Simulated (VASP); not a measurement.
Crystal: Ti2TeAs2.

```xyz
5
Lattice="-2.1000 2.1000 5.9800 2.1000 -2.1000 5.9800 2.1000 2.1000 -5.9800" Properties=species:S:1:pos:R:3 pbc="T T T"
Ti    0.0000    0.0000    4.3056
Ti    0.0000    0.0000    7.6544
Te    0.0000    0.0000    0.0000
As    2.1000    0.0000    2.9900
As    0.0000    2.1000    2.9900
```

The cell was built by a generator and needn't be a form met in nature.

| Quantity | Value |
| --- | --- |
| Program | VASP 6.6.1 |
| Task | relaxation of cell and atoms |
| Functional | PBE |
| Potentials or basis | VASP PAW PBE potentials, release 64 (Ti_sv, Te, As) |
| Cutoff | 520 eV |
| k mesh | 5 × 5 × 5 |
| Occupations | gaussian, width 0.15 eV |
| Spin | no spin polarisation |

At the start: pressure 5.8 GPa; volume 21.10 Å³/atom.

Where does the relaxation end?

Over 13 steps the energy falls by 340.6 meV/atom and the volume is 19.25 Å³/atom (-8.8 %); space group I4/mmm (No. 139, to 0.05 Å).

The path:
```
step  energy change (eV)  largest force (eV/Å)  pressure (GPa)  volume (Å³)
   1              0.0000                2.6136            5.82       105.49
   2             -0.4958                0.6618           -7.20       117.56
   3             -0.5105                0.9113           -5.05       115.47
   4             -1.1264                0.7212           -5.70       110.32
   5             -0.7683                1.9634            3.03        93.38
   6             -1.5206                0.2417           -5.20       104.87
   7             -1.5617                0.4506           -5.89       103.44
   8             -1.5348                0.2759            8.24        89.42
   9             -1.7015                0.1691           -1.18        96.40
  10             -1.6996                0.0790            0.90        95.45
  11             -1.7013                0.1021            0.53        95.86
  12             -1.7018                0.1199            0.23        96.13
  13             -1.7031                0.0163            0.27        96.24
```

Final structure:
```
CELL_PARAMETERS angstrom
-1.89661 1.89661 6.68840
1.89661 -1.89661 6.68840
1.89661 1.89661 -6.68840
ATOMIC_POSITIONS crystal
Ti 0.38892 0.38892 0.00000
Ti 0.61108 0.61108 0.00000
Te 0.00000 0.00000 0.00000
As 0.25000 0.75000 0.50000
As 0.75000 0.25000 0.50000
```

Caveat: the k mesh is coarse (spacing up to 0.42 Å⁻¹), so the values aren't converged; the relaxation stopped at a loose force limit of 0.08 eV/Å, so its end isn't a converged minimum.
